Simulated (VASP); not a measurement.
Given:

```
CELL_PARAMETERS angstrom
      4.69531     0.00000     0.00000
      0.00000     4.69531     0.00000
      0.00000     0.00000     4.69531
ATOMIC_POSITIONS crystal
  Cs 0.00000 0.00000 0.00000
  I  0.50000 0.50000 0.50000
```

All values below come from vdW-DF2, VASP's PBE PAW potentials (set 64) (plane waves; VASP). Numerical set-up: 520 eV cut-off, 6×6×6 Γ-centred mesh, tetrahedra with Blöchl corrections, potentials Cs_sv I.

Unless said otherwise, spin-orbit coupling is left out, though it shifts the bands of the heavy elements here.

Question: What does the run give for the energy per atom (σ→0), band gap (on the k-mesh) with the smallest direct gap where there is one?

Answer: 
- band gap (on the k-mesh) = 3.41 eV
- smallest direct gap (on the k-mesh) = 3.51 eV
- energy per atom (σ→0) = -549 meV/atom

The absolute energy has meaning only against runs of the same code, potentials and settings.

The compound is CsI in the CsCl type structure. It was relaxed first, which changed the volume by +8 %.
